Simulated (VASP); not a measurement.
These are LDA (Ceperley-Alder, Perdew-Zunger), VASP's LDA PAW potentials (set 64) (plane waves; VASP 6.6.1) values and carry that method's errors.

Input for VASP

INCAR:
```
SYSTEM=SnO
PREC=Accurate; ENCUT=520; LREAL=.FALSE.
LASPH=.TRUE.
EDIFF=1E-6; NELM=100; ALGO=Normal
LMAXMIX=4
ISMEAR=1; SIGMA=0.1
IBRION=2; NSW=60; ISIF=3
EDIFFG=-0.02
LWAVE=.FALSE.; LCHARG=.FALSE.
```

### POSCAR
```
SnO
1.0
  3.7537385888   0.0000000000   0.0000000000
  0.0000000000   3.7537385888   0.0000000000
  0.0000000000   0.0000000000   4.5997983162
Sn O
2 2
Cartesian
  3.7537385888   1.8768692944   1.1580952943
  1.8768692944   0.0000000000   3.4417030219
  1.8768692944   1.8768692944   0.0000000000
  0.0000000000   0.0000000000   0.0000000000
```

File KPOINTS:
```
Automatic
0
gamma
7 7 6
```

POTCAR, in this order: Sn_d O (LDA.64 set). Program: vasp_std.

What VASP printed:

### OUTCAR
```
 ion  position               nearest neighbor table
   1  0.000  0.500  0.252-   3 2.21   4 2.21   4 2.21   3 2.21   2 3.50   2 3.50   2 3.50   2 3.50
                             2 3.52   2 3.52   2 3.52   2 3.52
   2  0.500  0.000  0.748-   3 2.21   4 2.21   3 2.21   4 2.21   1 3.50   1 3.50   1 3.50   1 3.50
                             1 3.52   1 3.52   1 3.52   1 3.52
   3  0.500  0.500  0.000-   1 2.21   2 2.21   2 2.21   1 2.21
   4  0.000  0.000  0.000-   1 2.21   2 2.21   1 2.21   2 2.21
  LATTYP: Found a simple tetragonal cell.
 ALAT       =     3.7537385888
 C/A-ratio  =     1.2253912219
 Subroutine PRICEL returns:
 Original cell was already a primitive cell.
 Subroutine GETGRP returns: Found 16 space group operations
The static configuration has the point symmetry D_2d.
 The point group associated with its full space group is D_4h.
The dynamic configuration has the point symmetry D_2d.
 Subroutine INISYM returns: Found 16 space group operations
 Subroutine IBZKPT returns following result:
 Found     40 irreducible k-points:

 Following reciprocal coordinates:
            Coordinates               Weight
  0.000000  0.000000  0.000000      1.000000
  0.142857  0.000000  0.000000      4.000000
  0.285714  0.000000  0.000000      4.000000
...
```

File OSZICAR:
```
       N       E                     dE             d eps       ncg     rms          rms(c)
DAV:   1     0.396222449061E+03    0.39622E+03   -0.20839E+04  1952   0.263E+03
DAV:   2     0.244009868595E+02   -0.37182E+03   -0.36366E+03  2088   0.584E+02
DAV:   3    -0.270481634313E+02   -0.51449E+02   -0.50876E+02  2240   0.193E+02
DAV:   4    -0.291951511115E+02   -0.21470E+01   -0.21432E+01  2280   0.426E+01
DAV:   5    -0.292499512789E+02   -0.54800E-01   -0.54796E-01  2320   0.704E+00    0.114E+01
DAV:   6    -0.258168965109E+02    0.34331E+01   -0.22601E+01  3256   0.524E+01    0.479E+00
DAV:   7    -0.257770955021E+02    0.39801E-01   -0.21023E+00  2240   0.976E+00    0.249E+00
DAV:   8    -0.257508664839E+02    0.26229E-01   -0.55952E-01  2896   0.547E+00    0.100E+00
DAV:   9    -0.257264789286E+02    0.24388E-01   -0.15607E-01  2984   0.405E+00    0.228E-01
DAV:  10    -0.257279798284E+02   -0.15009E-02   -0.17329E-02  2784   0.121E+00    0.190E-01
DAV:  11    -0.257270905742E+02    0.88925E-03   -0.47494E-03  3016   0.707E-01    0.227E-02
DAV:  12    -0.257271485306E+02   -0.57956E-04   -0.60354E-04  2000   0.153E-01    0.333E-02
DAV:  13    -0.257271401363E+02    0.83943E-05   -0.45377E-05  3064   0.809E-02    0.490E-03
DAV:  14    -0.257271400422E+02    0.94112E-07   -0.39371E-06  2096   0.137E-02
   1 F= -.25727140E+02 E0= -.25727131E+02  d E =-.257271E+02
       N       E                     dE             d eps       ncg     rms          rms(c)
DAV:   1    -0.257365852384E+02   -0.94451E-02   -0.41296E-01  3000   0.772E+00    0.587E-01
DAV:   2    -0.257298252248E+02    0.67600E-02   -0.28976E-02  2600   0.195E+00    0.200E-01
DAV:   3    -0.257285986778E+02    0.12265E-02   -0.27037E-03  2568   0.113E+00    0.853E-02
DAV:   4    -0.257283734906E+02    0.22519E-03   -0.84485E-04  2896   0.506E-01    0.206E-02
DAV:   5    -0.257283650494E+02    0.84413E-05   -0.20988E-04  2720   0.166E-01    0.112E-02
DAV:   6    -0.257283621187E+02    0.29306E-05   -0.15109E-05  3016   0.489E-02    0.597E-03
DAV:   7    -0.257283617613E+02    0.35742E-06   -0.18902E-06  1424   0.198E-02
   2 F= -.25728362E+02 E0= -.25728257E+02  d E =-.122172E-02
       N       E                     dE             d eps       ncg     rms          rms(c)
DAV:   1    -0.257348950991E+02   -0.65330E-02   -0.30312E-01  3000   0.660E+00    0.505E-01
DAV:   2    -0.257298659790E+02    0.50291E-02   -0.21845E-02  2600   0.167E+00    0.171E-01
DAV:   3    -0.257289678599E+02    0.89812E-03   -0.20153E-03  2592   0.963E-01    0.744E-02
DAV:   4    -0.257287965175E+02    0.17134E-03   -0.63673E-04  2864   0.443E-01    0.179E-02
DAV:   5    -0.257287904211E+02    0.60963E-05   -0.15982E-04  2712   0.144E-01    0.980E-03
DAV:   6    -0.257287882019E+02    0.22192E-05   -0.11286E-05  2864   0.417E-02    0.520E-03
DAV:   7    -0.257287879221E+02    0.27978E-06   -0.12489E-06  1208   0.165E-02
   3 F= -.25728788E+02 E0= -.25728613E+02  d E =-.164788E-02
       N       E                     dE             d eps       ncg     rms          rms(c)
DAV:   1    -0.257298610848E+02   -0.10729E-02   -0.50336E-02  3016   0.267E+00    0.207E-01
DAV:   2    -0.257290181054E+02    0.84298E-03   -0.36822E-03  2608   0.679E-01    0.700E-02
DAV:   3    -0.257288687161E+02    0.14939E-03   -0.33737E-04  2592   0.394E-01    0.306E-02
DAV:   4    -0.257288398079E+02    0.28908E-04   -0.10718E-04  2880   0.182E-01    0.743E-03
DAV:   5    -0.257288388103E+02    0.99761E-06   -0.27176E-05  2704   0.593E-02    0.408E-03
DAV:   6    -0.257288383623E+02    0.44798E-06   -0.13115E-06  1048   0.171E-02
   4 F= -.25728838E+02 E0= -.25728651E+02  d E =-.169832E-02
       N       E                     dE             d eps       ncg     rms          rms(c)
DAV:   1    -0.257291324522E+02   -0.29364E-03   -0.13433E-01  2352   0.255E+00    0.157E-01
DAV:   2    -0.257293000243E+02   -0.16757E-03   -0.54855E-03  2792   0.840E-01    0.842E-02
DAV:   3    -0.257291520389E+02    0.14799E-03   -0.19222E-04  2800   0.210E-01    0.348E-02
DAV:   4    -0.257291291676E+02    0.22871E-04   -0.61099E-05  2976   0.100E-01    0.644E-03
DAV:   5    -0.257291296001E+02   -0.43250E-06   -0.10960E-05  2248   0.431E-02    0.310E-03
DAV:   6    -0.257291295650E+02    0.35175E-07   -0.57588E-07  1056   0.885E-03
   5 F= -.25729130E+02 E0= -.25728937E+02  d E =-.291203E-03
       N       E                     dE             d eps       ncg     rms          rms(c)
DAV:   1    -0.257291340937E+02   -0.44936E-05   -0.12857E-03  2360   0.251E-01    0.152E-02
DAV:   2    -0.257291355820E+02   -0.14883E-05   -0.51848E-05  2808   0.826E-02    0.823E-03
DAV:   3    -0.257291341014E+02    0.14806E-05   -0.12746E-06  1344   0.207E-02    0.339E-03
DAV:   4    -0.257291339078E+02    0.19364E-06   -0.11389E-06  1032   0.112E-02
   6 F= -.25729134E+02 E0= -.25728941E+02  d E =-.295545E-03
       N       E                     dE             d eps       ncg     rms          rms(c)
DAV:   1    -0.257305898538E+02   -0.14558E-02   -0.48964E-02  2336   0.255E+00    0.224E-01
DAV:   2    -0.257295844863E+02    0.10054E-02   -0.45835E-03  2424   0.712E-01    0.932E-02
DAV:   3    -0.257293871734E+02    0.19731E-03   -0.44355E-04  2400   0.406E-01    0.434E-02
DAV:   4    -0.257293397700E+02    0.47403E-04   -0.12805E-04  2952   0.186E-01    0.125E-02
DAV:   5    -0.257293388409E+02    0.92908E-06   -0.40463E-05  2784   0.748E-02    0.654E-03
DAV:   6    -0.257293380822E+02    0.75865E-06   -0.55300E-06  1936   0.222E-02
   7 F= -.25729338E+02 E0= -.25729144E+02  d E =-.204174E-03
       N       E                     dE             d eps       ncg     rms          rms(c)
DAV:   1    -0.257407602026E+02   -0.11421E-01   -0.44016E-01  2336   0.766E+00    0.667E-01
DAV:   2    -0.257318101275E+02    0.89501E-02   -0.41090E-02  2464   0.211E+00    0.278E-01
DAV:   3    -0.257300443884E+02    0.17657E-02   -0.38201E-03  2432   0.119E+00    0.130E-01
DAV:   4    -0.257296146382E+02    0.42975E-03   -0.11169E-03  2928   0.554E-01    0.361E-02
DAV:   5    -0.257296066352E+02    0.80030E-05   -0.35179E-04  2776   0.223E-01    0.188E-02
DAV:   6    -0.257296005641E+02    0.60711E-05   -0.49781E-05  2920   0.653E-02    0.629E-03
DAV:   7    -0.257296007847E+02   -0.22059E-06   -0.43722E-06  1952   0.187E-02
   8 F= -.25729601E+02 E0= -.25729405E+02  d E =-.466877E-03
```

**OUTCAR**
```
------------------------ aborting loop because EDIFF is reached ----------------------------------------
  FORCE on cell =-STRESS in cart. coord.  units (eV):
  Direction    XX          YY          ZZ          XY          YZ          ZX
  --------------------------------------------------------------------------------------
  Total       -0.0178651     -0.0178651     -0.0310267      0.0000000      0.0000000      0.0000000
  in kB       -0.4346651     -0.4346651     -0.7548905      0.0000000      0.0000000      0.0000000
  external PRESSURE =      -0.5414069 kB  Pullay stress =       0.0000000 kB
  volume of cell :       65.85
      direct lattice vectors                 reciprocal lattice vectors
     3.767346508  0.000000000  0.000000000     0.265438817  0.000000000  0.000000000
     0.000000000  3.767346508 -0.000000000     0.000000000  0.265438817  0.000000000
     0.000000000 -0.000000000  4.639709802     0.000000000  0.000000000  0.215530721
 POSITION                                       TOTAL-FORCE (eV/Angst)
 -----------------------------------------------------------------------------------
      3.76735      1.88367      1.15032        -0.000000      0.000000     -0.011118
      1.88367     -0.00000      3.48939         0.000000     -0.000000      0.011118
      1.88367      1.88367     -0.00000         0.000000      0.000000      0.000000
      0.00000      0.00000     -0.00000         0.000000     -0.000000      0.000000
 -----------------------------------------------------------------------------------
    total drift:                                0.000000      0.000000     -0.000000
  FREE ENERGIE OF THE ION-ELECTRON SYSTEM (eV)
  ---------------------------------------------------
  free  energy   TOTEN  =       -25.7296007847 eV

  energy  without entropy=      -25.7290135128  energy(sigma->0) =      -25.72940503

 reached required accuracy - stopping structural energy minimisation
```
(Selected blocks of OUTCAR.)

**CONTCAR**
```
SnO
   1.00000000000000
     3.7673465081993704    0.0000000000000000    0.0000000000000000
     0.0000000000000000    3.7673465081993704   -0.0000000000000000
     0.0000000000000000   -0.0000000000000000    4.6397098023469354
  Sn              O
     2     2
Direct
     1.0000000000000000    0.5000000000000000    0.2479298419081727
     0.5000000000000000    0.0000000000000000    0.7520701580918272
     0.5000000000000000    0.5000000000000000    0.0000000000000000
     0.0000000000000000    0.0000000000000000    0.0000000000000000
```

The structure comes from a computed database's SnO entry (P4/nmm); how it stands against other phases isn't given here. This run relaxes it. Symmetry was kept, so distortions that lower it aren't found. The start is the result of an earlier pass.
